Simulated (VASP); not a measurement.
Crystal: P3W4.

```
P W
1.0
     4.71411    0.00000    0.00000
     0.00000    4.71411    0.00000
     0.00000    0.00000    4.71411
P W
3 4
Direct
  0.50000 0.50000 0.00000
  0.00000 0.50000 0.50000
  0.50000 0.00000 0.50000
  0.50000 0.50000 0.50000
  0.50000 0.00000 0.00000
  0.00000 0.50000 0.00000
  0.00000 0.00000 0.50000
```

The cell was built by a generator and needn't be a form met in nature.

The cell isn't the ideal one: species swapped into the W3N4 type (Pm-3m, No. 221).

| Quantity | Value |
| --- | --- |
| Program | VASP 6.6.1 |
| Task | relaxation of cell and atoms |
| Functional | PBE |
| Potentials or basis | VASP PAW PBE potentials, release 64 (P, W_sv) |
| Cutoff | 600 eV |
| k mesh | 4 × 4 × 4 |
| Occupations | gaussian, width 0.1 eV |
| Spin | no spin polarisation |

At the start: pressure 17.9 GPa; volume 14.97 Å³/atom.

Task: How do energy, volume and symmetry change on relaxing?

Result: Over 4 steps the energy falls by 59.6 meV/atom and the volume is 16.11 Å³/atom (+7.7 %); space group Pm-3m (No. 221, to 0.05 Å).

Step by step:
```csv
step,energy change (eV),largest force (eV/Å),pressure (GPa),volume (Å³)
1,0.0000,0.0000,17.86,104.76
2,1.1943,0.0000,-23.00,132.15
3,-0.4159,0.0000,-0.85,113.21
4,-0.4171,0.0000,-0.05,112.79
```

Final structure:
```
P W
1.0
     4.83153    0.00000    0.00000
     0.00000    4.83153    0.00000
     0.00000    0.00000    4.83153
P W
3 4
Direct
  0.50000 0.50000 0.00000
  0.00000 0.50000 0.50000
  0.50000 0.00000 0.50000
  0.50000 0.50000 0.50000
  0.50000 0.00000 0.00000
  0.00000 0.50000 0.00000
  0.00000 0.00000 0.50000
```
